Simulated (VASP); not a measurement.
Data:

```xyz
2
Lattice="1.3707 -2.3740 0.0000 1.3707 2.3740 0.0000 0.0000 0.0000 4.3169" Properties=species:S:1:pos:R:3 pbc="T T T"
Os     1.3707     0.7914     1.0792
Os     1.3707    -0.7914     3.2377
```

Calculation: r2SCAN meta-GGA, VASP's PBE PAW potentials (set 64) (plane waves; VASP). Run with 480 eV cut-off, 14×14×8 Γ-centred mesh, first-order Methfessel-Paxton smearing of 0.10 eV, potentials Os.

Energy and stress use the plane-wave basis of the starting cell.

**Question.** The ions, cell shape and volume at an external pressure of 15.0 GPa are relaxed. Predict the relaxed structure.

**Answer.** 
```xyz
2
Lattice="1.3553 -2.3475 0.0000 1.3553 2.3475 0.0000 0.0000 0.0000 4.2761" Properties=species:S:1:pos:R:3 pbc="T T T"
Os     1.3553     0.7825     1.0690
Os     1.3553    -0.7825     3.2071
```
Space group P6_3/mmc (194), at a tolerance of 0.03 Å.

**Question.** How do energy and volume change from the first to the last step?

**Answer.** The energy (σ→0) changes by +20.0 meV/atom and the volume by -3.1 %, in 7 ionic steps.

The compound is Os in the hcp structure. This run relaxes it under an external pressure of 15 GPa. Symmetry was kept, so distortions that lower it aren't found.
